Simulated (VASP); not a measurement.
Level of theory: RPBE GGA, VASP's PBE PAW potentials (set 64) (plane waves; VASP).

Input for VASP

POSCAR:
```
LiCl
1
    0.0000000000     2.6253303777     2.6253303777
    2.6253303777     0.0000000000     2.6253303777
    2.6253303777     2.6253303777     0.0000000000
Li Cl
1 1
Direct
  0.0000000000   0.0000000000   0.0000000000
  0.5000000000   0.5000000000   0.5000000000
```

File KPOINTS:
```
k-points along high-symmetry lines
15
Line-mode
Reciprocal
  0.000000   0.000000   0.000000 ! GAMMA
  0.500000   0.000000   0.500000 ! X

  0.500000   0.000000   0.500000 ! X
  0.625000   0.250000   0.625000 ! U

  0.375000   0.375000   0.750000 ! K
  0.000000   0.000000   0.000000 ! GAMMA

  0.000000   0.000000   0.000000 ! GAMMA
  0.500000   0.500000   0.500000 ! L

  0.500000   0.500000   0.500000 ! L
  0.500000   0.250000   0.750000 ! W

  0.500000   0.250000   0.750000 ! W
  0.500000   0.000000   0.500000 ! X
```

**INCAR**
```
! general
SYSTEM  =  LiCl
PREC    =  Accurate
ENCUT   =  520
LREAL   =  .False.   ! projection in real space or not
LASPH   =  .True.   ! aspherical one-centre terms
ICHARG  =  11

! electronic loop
EDIFF   =  1E-7   ! SCF stop (eV)
NELM    =  100   ! most electronic steps
ALGO    =  Normal

! smearing
ISMEAR  =  0
SIGMA   =  0.05   ! width (eV)

! functional
GGA     =  RP   ! RPBE

! output
LWAVE   =  .False.
LCHARG  =  .False.
LORBIT  =  11   ! lm-projected
```

POTCAR, in this order: Li_sv Cl (PBE.64 set). Program: vasp_std. Read from the step before: CHGCAR.

The resulting files:

**OSZICAR**
```
       N       E                     dE             d eps       ncg     rms          rms(c)
DAV:   1     0.448568165957E+02    0.44857E+02   -0.41740E+03  1620   0.103E+03
DAV:   2    -0.474173212341E+01   -0.49599E+02   -0.47074E+02  2252   0.159E+02
DAV:   3    -0.664523686209E+01   -0.19035E+01   -0.19015E+01  2055   0.378E+01
DAV:   4    -0.667921827067E+01   -0.33981E-01   -0.33945E-01  2528   0.502E+00
DAV:   5    -0.667945206575E+01   -0.23380E-03   -0.23379E-03  2185   0.395E-01
DAV:   6    -0.667945461073E+01   -0.25450E-05   -0.25449E-05  2617   0.354E-02
DAV:   7    -0.667945462572E+01   -0.14999E-07   -0.14993E-07  2176   0.241E-03
   1 F= -.66794546E+01 E0= -.66794546E+01  d E =-.796588E-14
```

File OUTCAR:
```
 val. band max:        0.1804766789   @ k =   0.0536   0.0536   0.1071

 cond. band min:       6.4028195376   @ k =   0.0000   0.0000   0.0000



 k-point     1 :       0.0000    0.0000    0.0000
  band No.  band energies     occupation
      1     -43.7519      2.00000
      2     -12.9757      2.00000
      3       0.1786      2.00000
      4       0.1786      2.00000
      5       0.1786      2.00000
      6       6.4028      0.00000
      7      12.1608      0.00000
      8      12.1608      0.00000
      9      12.1608      0.00000

 k-point     2 :       0.0357    0.0000    0.0357
  band No.  band energies     occupation
      1     -43.7519      2.00000
      2     -12.9685      2.00000
      3       0.1413      2.00000
      4       0.1650      2.00000
      5       0.1650      2.00000
      6       6.4604      0.00000
      7      12.0632      0.00000
      8      12.1578      0.00000
      9      12.1578      0.00000

 k-point     3 :       0.0714    0.0000    0.0714
  band No.  band energies     occupation
      1     -43.7518      2.00000
      2     -12.9471      2.00000
      3       0.0331      2.00000
      4       0.1251      2.00000
      5       0.1251      2.00000
      6       6.6291      0.00000
      7      11.8038      0.00000
      8      12.1559      0.00000
      9      12.1611      0.00000

 k-point     4 :       0.1071    0.0000    0.1071
  band No.  band energies     occupation
      1     -43.7517      2.00000
      2     -12.9123      2.00000
      3      -0.1361      2.00000
      4       0.0617      2.00000
      5       0.0617      2.00000
      6       6.8979      0.00000
      7      11.4498      0.00000
      8      12.0340      0.00000
      9      12.1712      0.00000

 k-point     5 :       0.1429    0.0000    0.1429
  band No.  band energies     occupation
      1     -43.7515      2.00000
      2     -12.8650      2.00000
      3      -0.3530      2.00000
      4      -0.0208      2.00000
...
```

The density is held fixed in this step, so its total energy and stress have no physical meaning.

The compound is LiCl in the rock salt structure. It was relaxed first, which changed the volume by +7 %.
